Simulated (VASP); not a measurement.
LaRh (space group Cmcm): computed properties

Level of theory: r2SCAN meta-GGA, VASP's PBE PAW potentials (set 64) (plane waves; VASP).

For LaRh, the space group is Cmcm (63) and the cell comes out as a = 3.966 Å, b = 11.430 Å, c = 4.151 Å, α = β = γ = 90.00°. The volume per atom is 23.52 Å³/atom. The band gap (over mesh and band path) comes out as none (metal, semimetal or under 0.01 eV) and the density is 8.54 g/cm³.

```cif
data_La4Rh4
_chemical_formula_sum 'La4 Rh4'
_space_group_name_H-M_alt 'Cmcm'
_space_group_IT_number 63
_space_group_name_Hall '-C 2c 2'
_cell_length_a 3.96639
_cell_length_b 11.43016
_cell_length_c 4.15070
_cell_angle_alpha 90.000
_cell_angle_beta 90.000
_cell_angle_gamma 90.000
loop_
_atom_site_label
_atom_site_type_symbol
_atom_site_symmetry_multiplicity
_atom_site_Wyckoff_symbol
_atom_site_fract_x
_atom_site_fract_y
_atom_site_fract_z
_atom_site_occupancy
La1 La 4 c 0.00000 0.13858 0.75000 1
Rh1 Rh 4 c 0.00000 0.58834 0.25000 1
```
(The calculation used a cell of 4 atoms; values per cell refer to that cell.)

The structure comes from a computed database's LaRh entry (Cmcm); how it stands against other phases isn't given here. It was relaxed first. Symmetry was kept, so distortions that lower it aren't found.
